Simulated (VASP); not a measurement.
Here is the system:

```
Zn4OS3
1.0
    3.65552    -6.31998    -0.01475
    1.82275     3.15710     0.00000
   -0.01195     0.00690     5.96098
Zn S O
4 3 1
Cartesian
  1.99853  -1.15386   2.90365
  1.79960   1.06573   5.90841
  3.48437  -4.11644   2.88756
  3.66557  -2.11632   0.28597
  1.88305  -1.08719   5.20470
  1.79854   1.06634   2.24181
  3.57653  -4.16965   5.22762
  3.65276  -2.10892   2.27261
```

All values below come from PBEsol GGA, VASP's PBE PAW potentials (set 64) (plane waves; VASP). Run with 520 eV cut-off, Gaussian smearing of 0.050 eV, potentials Zn S O.

Question: Give the energies of bands 27 to 40 at the high-symmetry points, in eV from the valence-band maximum.

Answer: 
```csv
band,Γ,Z,D,B,A,E,C2,Y2
27,-4.34,-4.19,-4.34,-3.56,-3.54,-5.08,-4.56,-3.37
28,-3.65,-4.06,-4.32,-3.39,-3.44,-5.03,-4.44,-3.27
29,-2.97,-3.73,-3.84,-2.74,-2.57,-2.74,-3.25,-2.71
30,-2.15,-3.54,-3.56,-2.65,-2.44,-2.67,-3.03,-2.06
31,-1.56,-3.41,-2.95,-2.33,-2.10,-2.18,-2.86,-1.91
32,-1.50,-3.35,-2.56,-1.54,-1.80,-1.74,-2.70,-1.57
33,-0.73,-2.19,-2.12,-1.44,-1.71,-1.71,-2.48,-1.20
34,-0.52,-1.99,-1.95,-0.77,-1.01,-1.68,-1.75,-0.75
35,-0.15,-1.78,-1.12,-0.64,-0.98,-1.53,-1.48,-0.32
36,0.00,-1.70,-1.10,-0.26,-0.89,-1.46,-1.33,-0.27
37,0.66,4.05,3.19,2.39,3.01,2.65,3.61,1.89
38,3.43,4.44,3.58,3.63,3.90,3.48,4.48,3.69
39,3.93,4.55,4.17,4.30,4.61,3.70,4.53,4.00
40,4.53,4.65,4.30,4.79,4.76,3.86,4.98,4.11
```

The gap is direct, 0.66 eV, from the valence maximum at Γ to the conduction minimum at Γ.

The structure was generated: Zn4OS3 was put into an ordered model structure (Pm), which need not be its known phase. It was relaxed first.
